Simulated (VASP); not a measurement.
Here is the system:

```
CuGaSe2
1.0
   -2.75039     2.75039     5.45407
    2.75039    -2.75039     5.45407
    2.75039     2.75039    -5.45407
Ga Cu Se
2 2 4
Direct
  0.25000   0.75000   0.50000
  0.50000   0.50000   0.00000
  0.75000   0.25000   0.50000
  0.00000   0.00000   0.00000
  0.12122   0.12500   0.49622
  0.87500   0.37122   0.99622
  0.62878   0.62500   0.50378
  0.37500   0.87878   0.00378
```

Method: PBE GGA, VASP's PBE PAW potentials (set 64) (plane waves; VASP). Run with 300 eV cut-off, 4×4×4 Γ-centred mesh, Fermi-Dirac smearing of 0.14 eV, potentials Ga_d Cu Se.

At this cut-off the stress carries a Pulay error, which pulls relaxed volumes low.

Give the force on each atom (eV/Å).

| atom | Fx | Fy | Fz |
|---|---|---|---|
| Ga1 | 0.000 | 0.000 | 0.000 |
| Ga2 | 0.000 | 0.000 | 0.000 |
| Cu3 | 0.000 | 0.000 | 0.000 |
| Cu4 | 0.000 | 0.000 | 0.000 |
| Se5 | 0.000 | -0.224 | 0.000 |
| Se6 | -0.224 | 0.000 | 0.000 |
| Se7 | 0.000 | 0.224 | 0.000 |
| Se8 | 0.224 | 0.000 | 0.000 |

Give the stress tensor in GPa (positive for a compressed cell).

```
6.96  0.00  0.00
0.00  6.96  0.00
0.00  0.00  6.84
```
The pressure is its mean diagonal, 6.92 GPa.

The structure comes from a computed database's GaCuSe2 entry; how it stands against other phases isn't given here. The cell was not relaxed at this level.
